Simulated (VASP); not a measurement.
# BAs: a GW gap and what it depends on

Aim: test the GW correction to the gap of BAs. The starting structure is a measured crystal structure from the Crystallography Open Database. Cell and atoms stay as given.

Method: GW on LDA orbitals, with plane waves and PAW data sets made for GW, in VASP 6.6.1.

### Step 1. Starting point

Symmetry: F-43m, No. 216, cubic system. Conventional cell: a = 4.777 Å, b = 4.777 Å, c = 4.777 Å, α = 90.00°, β = 90.00°, γ = 90.00°. As has 4 B at 2.07 Å nearest. Nearest to B lie 4 As at 2.07 Å. Farther neighbours are not listed.

As a file:

```xyz
2
Lattice="0.0000 2.3885 2.3885 2.3885 0.0000 2.3885 2.3885 2.3885 0.0000" Properties=species:S:1:pos:R:3 pbc="T T T"
As    3.5827    3.5827    3.5827
B     0.0000    0.0000    0.0000
```

### Step 2. G0W0 (response cutoff 100 eV, 4×4×4 mesh)

It reads the orbitals and their derivatives (WAVECAR and WAVEDER) of a run with the empty bands, which follows a ground-state run; neither is shown.

File INCAR:

```
SYSTEM = BAs
PREC = Accurate
ENCUT = 340
ISMEAR = 0
SIGMA = 0.01
LREAL = .FALSE.
GGA = CA
NBANDS = 64
ALGO = EVGW0
NELMGW = 1
ENCUTGW = 100
NOMEGA = 40
PRECFOCK = Fast
NBANDSGW = 12
LWAVE = .FALSE.
LCHARG = .FALSE.
```

File POSCAR:

```
BAs
1.0
    0.0000000000      2.3885000000      2.3885000000
    2.3885000000      0.0000000000      2.3885000000
    2.3885000000      2.3885000000      0.0000000000
As B
1 1
Direct
    0.7500000000      0.7500000000      0.7500000000
    0.0000000000      0.0000000000      0.0000000000
```

File KPOINTS:

```
Automatic mesh
0
Gamma
4 4 4
0 0 0
```

PAW data sets: As_GW and B_GW (LDA family, release 64).

The run is started by

```console
$ mpirun -np 4 vasp_std
```

What it wrote:

```text
[banner, memory and clock lines left out]
running    4 mpi-ranks, on    1 nodes
 distrk:  each k-point on    4 cores,    1 groups
 distr:  one band on    1 cores,    4 groups

 POSCAR found type information on POSCAR AsB
 POSCAR found :  2 types and       2 ions
|                                                                             |
|           W    W    AA    RRRRR   N    N  II  N    N   GGGG   !!!           |
|           W    W   A  A   R    R  NN   N  II  NN   N  G    G  !!!           |
|           W    W  A    A  R    R  N N  N  II  N N  N  G       !!!           |
|           W WW W  AAAAAA  RRRRR   N  N N  II  N  N N  G  GGG   !            |
|           WW  WW  A    A  R   R   N   NN  II  N   NN  G    G                |
|           W    W  A    A  R    R  N    N  II  N    N   GGGG   !!!           |
|                                                                             |
|     The default for ENCUTGWSOFT is different in this version of VASP.       |
|     please manually set ENCUTGWSOFT =100 in the INCAR file.                 |
|                                                                             |

 LDA part: xc-table for (Slater(with rela. corr.)+CA(PZ))
 , standard interpolation
 found WAVECAR, reading the header
 POSCAR, INCAR and KPOINTS ok, starting setup
 FFT: planning ... GRIDC
 FFT: planning ... GRID_SOFT
 FFT: planning ... GRID
 reading WAVECAR
 the WAVECAR file was read successfully
 initial charge from wavefunction
 available memory per node:    151.31 GB, setting MAXMEM to    154939

 The Fermi energy was updated, please check that it is located mid-gap
 values below the HOMO (VB) or above the LUMO (CB) will cause erroneous energies
 E-fermi :   6.8917

 calculate exact exchange contribution
 the WAVEDER file was read successfully
energies w=
    0.000    0.000    0.554    0.000    1.104    0.000    1.649    0.000
    2.184    0.000    2.709    0.000    3.222    0.000    3.723    0.000
    4.214    0.000    4.694    0.000    5.166    0.000    5.632    0.000
    6.093    0.000    6.553    0.000    7.014    0.000    7.479    0.000
    7.951    0.000    8.434    0.000    8.932    0.000    9.450    0.000
    9.994    0.000   10.569    0.000   11.184    0.000   11.848    0.000
   12.573    0.000   13.375    0.000   14.271    0.000   15.289    0.000
   16.462    0.000   17.837    0.000   19.482    0.000   21.493    0.000
   24.018    0.000   27.294    0.000   31.720    0.000   38.028    0.000
   47.730    0.000   64.510    0.000  100.339    0.000  228.710    0.000
 responsefunction array rank=      72
 LDA part: xc-table for (Slater(with rela. corr.)+CA(PZ))
 , standard interpolation

 min. memory requirement per mpi rank     53.3 MB, per node    213.2 MB

 allocating  10 responsefunctions rank=    72
 shmem allocating  40 responsefunctions rank=    72
 response function shared by NCSHMEM nodes    1
 Doing           10  frequencies on each core in blocks of           40
NQ=   1    0.0000    0.0000    0.0000,
|.........|.........|.........|.........|.........|.........|.........|.........
 performed         43000 updates of chi_q(r,r)
 total number of BLAS operations          1.20 Gflops
NQ=   2    0.2500    0.0000    0.0000,
|.........|.........|.........|.........|.........|.........|.........|.........
 performed        129000 updates of chi_q(r,r)
 total number of BLAS operations          3.76 Gflops
NQ=   3    0.5000    0.0000    0.0000,
|.........|.........|.........|.........|.........|.........|.........|.........
 performed        202000 updates of chi_q(r,r)
 total number of BLAS operations          6.65 Gflops
NQ=   4    0.2500    0.2500    0.0000,
|.........|.........|.........|.........|.........|.........|.........|.........
 performed        288000 updates of chi_q(r,r)
 total number of BLAS operations          9.13 Gflops
NQ=   5    0.5000    0.2500    0.0000,
|.........|.........|.........|.........|.........|.........|.........|.........
 performed        407000 updates of chi_q(r,r)
 total number of BLAS operations         12.46 Gflops
NQ=   6   -0.2500    0.2500    0.0000,
|.........|.........|.........|.........|.........|.........|.........|.........
 performed        514000 updates of chi_q(r,r)
 total number of BLAS operations         15.46 Gflops
NQ=   7    0.5000    0.5000    0.0000,
|.........|.........|.........|.........|.........|.........|.........|.........
 performed        578000 updates of chi_q(r,r)
 total number of BLAS operations         17.57 Gflops
NQ=   8   -0.2500    0.5000    0.2500,
|.........|.........|.........|.........|.........|.........|.........|.........
 performed        660000 updates of chi_q(r,r)
 total number of BLAS operations         19.65 Gflops
 resolving degeneracies of screened two electron integrals

 calculate QP shifts <psi_nk| G(iteration)W_0 |psi_nk>: iteration 1
 entering main loop
```

Wall time 6 s (4 MPI ranks of Intel Xeon Platinum 8375C at 2.90GHz (Ice Lake), shared host); peak memory 0.45 GiB; 17 s of CPU time.

The logs omit lines about the potential files and the build; timing stands in the text.

From OUTCAR (step 2):

```text
ion  position               nearest neighbor table
   1  0.750  0.750  0.750-   2 2.07   2 2.07   2 2.07   2 2.07
   2  0.000  0.000  0.000-   1 2.07   1 2.07   1 2.07   1 2.07

  LATTYP: Found a face centered cubic cell.
 ALAT       =     4.7770000000

 Subroutine GETGRP returns: Found 24 space group operations
 (whereof 24 operations were pure point group operations)

The static configuration has the point symmetry T_d .

 Found      8 irreducible k-points:

   k-points           NKPTS =      8   k-points in BZ     NKDIM =     64   number of bands    NBANDS=     64

   dimension x,y,z NGX =    20 NGY =   20 NGZ =   20
   dimension x,y,z NGXF=    40 NGYF=   40 NGZF=   40

   ENCUT  =  340.0 eV  24.99 Ry    5.00 a.u.   5.08  5.08  5.08*2*pi/ulx,y,z

   NELECT =       8.0000    total number of electrons

  energy-cutoff  :      340.00
  volume of cell :       27.25
      direct lattice vectors                 reciprocal lattice vectors
     0.000000000  2.388500000  2.388500000    -0.209336404  0.209336404  0.209336404
     2.388500000  0.000000000  2.388500000     0.209336404 -0.209336404  0.209336404
     2.388500000  2.388500000  0.000000000     0.209336404  0.209336404 -0.209336404

 k-points in reciprocal lattice and weights: Automatic mesh
   0.00000000  0.00000000  0.00000000       0.016
   0.25000000  0.00000000  0.00000000       0.125
   0.50000000  0.00000000  0.00000000       0.062
   0.25000000  0.25000000  0.00000000       0.094
   0.50000000  0.25000000  0.00000000       0.375
  -0.25000000  0.25000000  0.00000000       0.188
   0.50000000  0.50000000  0.00000000       0.047
  -0.25000000  0.50000000  0.25000000       0.094

 E-fermi :   6.8917

 QP shifts <psi_nk| G(iteration)W_0 |psi_nk>: iteration 1
 for sc-GW calculations column KS-energies equals QP-energies in previous step
 and V_xc(KS)=  KS-energies - (<T + V_ion + V_H > + <T+V_H+V_ion>^1  + <V_x>^1)
 k-point   1 :       0.0000    0.0000    0.0000
  band No.  KS-energies  QP-energies   sigma(KS)   V_xc(KS)     V^pw_x(r,r')   Z            occupation Imag(sigma)
      1      -9.1588      -9.7135     -12.6517     -11.8787     -19.5616       0.7177       2.0000       1.3159
      2       6.2363       6.1054     -12.9931     -12.8272     -14.2801       0.7892       2.0000       0.0939
      3       6.2363       6.1054     -12.9931     -12.8272     -14.2801       0.7892       2.0000       0.0939
      4       6.2363       6.1054     -12.9931     -12.8272     -14.2801       0.7892       2.0000       0.0939
      5       9.4675      10.1092     -10.8527     -11.6726      -6.5896       0.7827       0.0000      -0.0974
      6       9.4675      10.1092     -10.8527     -11.6726      -6.5896       0.7827       0.0000      -0.0974
      7       9.4675      10.1092     -10.8527     -11.6726      -6.5896       0.7827       0.0000      -0.0974
      8      10.9095      11.7838     -11.6251     -12.7754      -6.4194       0.7601       0.0000      -0.1480
    ...

 k-point   2 :       0.2500    0.0000    0.0000
  band No.  KS-energies  QP-energies   sigma(KS)   V_xc(KS)     V^pw_x(r,r')   Z            occupation Imag(sigma)
      1      -8.1591      -8.6546     -12.6719     -11.9830     -19.2595       0.7193       2.0000       1.1738
      2       1.3038       0.9424     -12.5082     -12.0314     -15.2818       0.7580       2.0000       0.1879
      3       5.0862       4.9115     -12.8124     -12.5892     -14.3887       0.7824       2.0000       0.1025
      4       5.0862       4.9115     -12.8124     -12.5892     -14.3887       0.7824       2.0000       0.1025
      5       9.2663       9.8999     -11.0336     -11.8468      -6.5545       0.7792       0.0000      -0.1018
      6      10.8384      11.4950     -10.8790     -11.7242      -6.2082       0.7769       0.0000      -0.1239
      7      10.8384      11.4950     -10.8790     -11.7242      -6.2082       0.7769       0.0000      -0.1239
      8      14.0322      14.7903     -11.0189     -12.0265      -5.0972       0.7525       0.0000      -0.2519
    ...

 k-point   3 :       0.5000    0.0000    0.0000
  band No.  KS-energies  QP-energies   sigma(KS)   V_xc(KS)     V^pw_x(r,r')   Z            occupation Imag(sigma)
      1      -6.2969      -6.6748     -12.9063     -12.3886     -18.8289       0.7299       2.0000       0.9068
      2      -2.5363      -3.0639     -12.1573     -11.4371     -16.5630       0.7326       2.0000       0.4590
      3       4.4149       4.1962     -12.8459     -12.5647     -14.7187       0.7779       2.0000       0.1164
      4       4.4149       4.1962     -12.8459     -12.5647     -14.7187       0.7779       2.0000       0.1164
      5       8.9083       9.4984     -11.0773     -11.8339      -6.6325       0.7799       0.0000      -0.0991
      6      10.9636      11.5379     -10.4314     -11.1658      -5.6602       0.7819       0.0000      -0.1322
      7      10.9636      11.5379     -10.4314     -11.1658      -5.6602       0.7819       0.0000      -0.1322
      8      14.9034      15.4087      -9.3632     -10.0259      -3.2605       0.7625       0.0000      -0.2988
    ...

 k-point   4 :       0.2500    0.2500    0.0000
  band No.  KS-energies  QP-energies   sigma(KS)   V_xc(KS)     V^pw_x(r,r')   Z            occupation Imag(sigma)
      1      -7.8159      -8.2854     -12.6645     -12.0121     -19.1429       0.7197       2.0000       1.1249
      2       2.1735       1.8548     -13.0216     -12.6043     -15.5854       0.7637       2.0000       0.1673
      3       3.5268       3.2621     -12.5557     -12.2135     -14.5863       0.7734       2.0000       0.1237
      4       3.5268       3.2621     -12.5557     -12.2135     -14.5863       0.7734       2.0000       0.1237
      5       7.8206       8.2802     -10.3341     -10.9149      -6.2655       0.7912       0.0000      -0.0860
      6      10.6743      11.1687      -9.9843     -10.6159      -5.0562       0.7826       0.0000      -0.1367
      7      13.5584      14.3428     -11.2810     -12.3100      -5.8333       0.7623       0.0000      -0.2101
      8      13.5584      14.3428     -11.2810     -12.3100      -5.8333       0.7623       0.0000      -0.2101
    ...

[... 4 further parts left out ...]
```

G0W0 (response cutoff 100 eV, 4×4×4 mesh): the quasiparticle gap on this mesh is 1.779 eV, +0.468 eV from the LDA gap on the same points, with 64 bands.

### Step 3. G0W0 (response cutoff 160 eV, 4×4×4 mesh)

It reads the orbitals and their derivatives (WAVECAR and WAVEDER) of a run with the empty bands, which follows a ground-state run; neither is shown.

Changes to INCAR since step 2:

```diff
@@ -7,6 +7,6 @@
 GGA = CA
-NBANDS = 64
+NBANDS = 128
 ALGO = EVGW0
 NELMGW = 1
-ENCUTGW = 100
+ENCUTGW = 160
 NOMEGA = 40
```

POSCAR is that of step 2.

KPOINTS is that of step 2.

The run is started by

```console
$ mpirun -np 4 vasp_std
```

What it wrote:

```text
[banner, memory and clock lines left out]
running    4 mpi-ranks, on    1 nodes
[...]
|                                                                             |
|           W    W    AA    RRRRR   N    N  II  N    N   GGGG   !!!           |
|           W    W   A  A   R    R  NN   N  II  NN   N  G    G  !!!           |
|           W    W  A    A  R    R  N N  N  II  N N  N  G       !!!           |
|           W WW W  AAAAAA  RRRRR   N  N N  II  N  N N  G  GGG   !            |
|           WW  WW  A    A  R   R   N   NN  II  N   NN  G    G                |
|           W    W  A    A  R    R  N    N  II  N    N   GGGG   !!!           |
|                                                                             |
|     The default for ENCUTGWSOFT is different in this version of VASP.       |
|     please manually set ENCUTGWSOFT =160 in the INCAR file.                 |
|                                                                             |

 LDA part: xc-table for (Slater(with rela. corr.)+CA(PZ))
[...]
total number of BLAS operations         54.71 Gflops
NQ=   4    0.2500    0.2500    0.0000,
|.........|.........|.........|.........|.........|.........|.........|.........
 performed        585000 updates of chi_q(r,r)
 total number of BLAS operations         79.35 Gflops
NQ=   5    0.5000    0.2500    0.0000,
|.........|.........|.........|.........|.........|.........|.........|.........
 performed        826000 updates of chi_q(r,r)
 total number of BLAS operations        109.07 Gflops
NQ=   6   -0.2500    0.2500    0.0000,
|.........|.........|.........|.........|.........|.........|.........|.........
 performed       1043000 updates of chi_q(r,r)
 total number of BLAS operations        136.21 Gflops
NQ=   7    0.5000    0.5000    0.0000,
|.........|.........|.........|.........|.........|.........|.........|.........
 performed       1174000 updates of chi_q(r,r)
 total number of BLAS operations        150.32 Gflops
NQ=   8   -0.2500    0.5000    0.2500,
|.........|.........|.........|.........|.........|.........|.........|.........
 performed       1341000 updates of chi_q(r,r)
 total number of BLAS operations        168.40 Gflops
 resolving degeneracies of screened two electron integrals

 calculate QP shifts <psi_nk| G(iteration)W_0 |psi_nk>: iteration 1
 entering main loop
[key lines of the parts left out:]
E-fermi :   6.8917
```

It took 9.8 s on 4 MPI ranks; peak memory 0.54 GiB.

OUTCAR, selected parts (step 3):

```text
 QP shifts <psi_nk| G(iteration)W_0 |psi_nk>: iteration 1
 for sc-GW calculations column KS-energies equals QP-energies in previous step
 and V_xc(KS)=  KS-energies - (<T + V_ion + V_H > + <T+V_H+V_ion>^1  + <V_x>^1)
 k-point   1 :       0.0000    0.0000    0.0000
  band No.  KS-energies  QP-energies   sigma(KS)   V_xc(KS)     V^pw_x(r,r')   Z            occupation Imag(sigma)
      1      -9.1588      -9.8608     -12.8576     -11.8787     -19.5616       0.7171       2.0000       1.2873
      2       6.2363       5.8650     -13.2987     -12.8272     -14.2801       0.7875       2.0000       0.0886
      3       6.2363       5.8650     -13.2987     -12.8272     -14.2801       0.7875       2.0000       0.0886
      4       6.2363       5.8650     -13.2987     -12.8272     -14.2801       0.7875       2.0000       0.0886
      5       9.4675       9.9416     -11.0660     -11.6726      -6.5896       0.7814       0.0000      -0.0912
      6       9.4675       9.9416     -11.0660     -11.6726      -6.5896       0.7814       0.0000      -0.0912
      7       9.4675       9.9416     -11.0660     -11.6726      -6.5896       0.7814       0.0000      -0.0912
      8      10.9095      11.5582     -11.9201     -12.7754      -6.4194       0.7585       0.0000      -0.1391
    ...

[... 1 part as in an earlier step ...]

[... 2 further parts left out ...]
[key lines of the parts left out:]
E-fermi :   6.8917
```

G0W0 (response cutoff 160 eV, 4×4×4 mesh): the quasiparticle gap on this mesh is 1.888 eV, +0.577 eV from the LDA gap on the same points, with 128 bands.

### Step 4. G0W0 (response cutoff 240 eV, 4×4×4 mesh)

It reads the orbitals and their derivatives (WAVECAR and WAVEDER) of a run with the empty bands, which follows a ground-state run; neither is shown.

Changes to INCAR since step 3:

```diff
@@ -7,6 +7,6 @@
 GGA = CA
-NBANDS = 128
+NBANDS = 232
 ALGO = EVGW0
 NELMGW = 1
-ENCUTGW = 160
+ENCUTGW = 240
 NOMEGA = 40
```

POSCAR is that of step 3.

KPOINTS is that of step 3.

The run is started by

```console
$ mpirun -np 4 vasp_std
```

What it wrote:

```text
[banner, memory and clock lines left out]
running    4 mpi-ranks, on    1 nodes
[...]
|                                                                             |
|           W    W    AA    RRRRR   N    N  II  N    N   GGGG   !!!           |
|           W    W   A  A   R    R  NN   N  II  NN   N  G    G  !!!           |
|           W    W  A    A  R    R  N N  N  II  N N  N  G       !!!           |
|           W WW W  AAAAAA  RRRRR   N  N N  II  N  N N  G  GGG   !            |
|           WW  WW  A    A  R   R   N   NN  II  N   NN  G    G                |
|           W    W  A    A  R    R  N    N  II  N    N   GGGG   !!!           |
|                                                                             |
|     The default for ENCUTGWSOFT is different in this version of VASP.       |
|     please manually set ENCUTGWSOFT =240 in the INCAR file.                 |
|                                                                             |

 LDA part: xc-table for (Slater(with rela. corr.)+CA(PZ))
[...]
total number of BLAS operations        336.51 Gflops
NQ=   4    0.2500    0.2500    0.0000,
|.........|.........|.........|.........|.........|.........|.........|.........
 performed       1067000 updates of chi_q(r,r)
 total number of BLAS operations        475.45 Gflops
NQ=   5    0.5000    0.2500    0.0000,
|.........|.........|.........|.........|.........|.........|.........|.........
 performed       1506000 updates of chi_q(r,r)
 total number of BLAS operations        663.15 Gflops
NQ=   6   -0.2500    0.2500    0.0000,
|.........|.........|.........|.........|.........|.........|.........|.........
 performed       1901000 updates of chi_q(r,r)
 total number of BLAS operations        818.94 Gflops
NQ=   7    0.5000    0.5000    0.0000,
|.........|.........|.........|.........|.........|.........|.........|.........
 performed       2140000 updates of chi_q(r,r)
 total number of BLAS operations        913.26 Gflops
NQ=   8   -0.2500    0.5000    0.2500,
|.........|.........|.........|.........|.........|.........|.........|.........
 performed       2446000 updates of chi_q(r,r)
 total number of BLAS operations       1036.11 Gflops
 resolving degeneracies of screened two electron integrals

 calculate QP shifts <psi_nk| G(iteration)W_0 |psi_nk>: iteration 1
 entering main loop
[key lines of the parts left out:]
E-fermi :   6.8917
```

It took 22 s on 4 MPI ranks; peak memory 0.77 GiB; 77 s of CPU time.

Parts of OUTCAR (step 4):

```text
 QP shifts <psi_nk| G(iteration)W_0 |psi_nk>: iteration 1
 for sc-GW calculations column KS-energies equals QP-energies in previous step
 and V_xc(KS)=  KS-energies - (<T + V_ion + V_H > + <T+V_H+V_ion>^1  + <V_x>^1)
 k-point   1 :       0.0000    0.0000    0.0000
  band No.  KS-energies  QP-energies   sigma(KS)   V_xc(KS)     V^pw_x(r,r')   Z            occupation Imag(sigma)
      1      -9.1588      -9.9371     -12.9621     -11.8787     -19.5616       0.7184       2.0000       1.1215
      2       6.2363       5.7555     -13.4393     -12.8272     -14.2801       0.7856       2.0000      -0.0481
      3       6.2363       5.7555     -13.4393     -12.8272     -14.2801       0.7856       2.0000      -0.0481
      4       6.2363       5.7555     -13.4393     -12.8272     -14.2801       0.7856       2.0000      -0.0481
      5       9.4675       9.8618     -11.1681     -11.6726      -6.5896       0.7816       0.0000      -0.2046
      6       9.4675       9.8618     -11.1681     -11.6726      -6.5896       0.7816       0.0000      -0.2046
      7       9.4675       9.8618     -11.1681     -11.6726      -6.5896       0.7816       0.0000      -0.2046
      8      10.9095      11.4391     -12.0755     -12.7754      -6.4194       0.7567       0.0000      -0.2754
    ...

[... 1 part as in an earlier step ...]

[... 2 further parts left out ...]
[key lines of the parts left out:]
E-fermi :   6.8917
```

G0W0 (response cutoff 240 eV, 4×4×4 mesh): the quasiparticle gap on this mesh is 1.936 eV, +0.625 eV from the LDA gap on the same points, with 232 bands.

(Continued in part 2 of 2.)

[Lines on the potential files, build, host, timing and source positions are cut from VASP's logs without a mark.]

[Logs are printed without paths, hosts, clocks, repeated set-up lines and the standing remarks that a program may print on its own settings, such as how far it seeks lower states.]

[Hosts, paths, dates, database ids (printed as entryN), source tags and the programs' standing remarks are cut or masked in the printed files.]
